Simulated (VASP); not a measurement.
Runs of VASP 6.6.1 on MnS. The structure is cubic, space group Fm-3m (No. 225). Conventional cell: a = 5.224 Å, b = 5.224 Å, c = 5.224 Å, α = 90.00°, β = 90.00°, γ = 90.00°. Mn (site symmetry m-3m) is surrounded by 6 S at 2.61 Å. S (site symmetry m-3m) has 6 Mn at 2.61 Å as nearest neighbours. 

| level | spin | U | gap on the mesh (eV) | pressure (GPa) | moment (μB) |
| --- | --- | --- | --- | --- | --- |
| PBE+U | non-collinear, random start, SOC | Mn d U = 3 eV | - | 2.7 | 5.00 |
| PBEsol+U | collinear, random start | Mn d U = 4 eV | (a) | -0.2 | 5.00 |
| PBE | collinear, ferromagnetic start | - | none | -4.0 | 4.68 |
| PBEsol+U | collinear, ferromagnetic start | Mn d U = 2 eV | none | -2.5 | 4.96 |
| PBEsol+U | non-collinear, random start, SOC | Mn d U = 2 eV | - | -2.5 | 4.96 |
| PBE | collinear, random start | - | none | -4.0 | 4.69 |
| PBEsol+U | collinear, random start | Mn d U = 2 eV | none | -2.5 | 4.96 |
| PBE+U | collinear, random start | Mn d U = 3 eV | 0.25 | 2.7 | 5.00 |

Alike in all rows: task single point; potentials or basis VASP PAW PBE potentials, release 64 (Mn_pv, S); cell as given; k mesh 6 × 6 × 6; cutoff (eV) 520; smearing gaussian 0.05 eV.

Problem. Estimate the missing entries.

Solution. (a) 0.52.

Caveats: a cell with one magnetic atom can't hold antiferromagnetic order, which such compounds often take; the PAW data sets were made with another functional, which shifts forces and pressure a little (some runs); semilocal functionals often make such compounds metallic where correlation or magnetic order opens a gap, which also shifts bond lengths (some runs).

A k mesh can miss the band edges.

A gap of «none» marks a metal or a gap under the smearing width.

Not every run made on this cell is shown here.
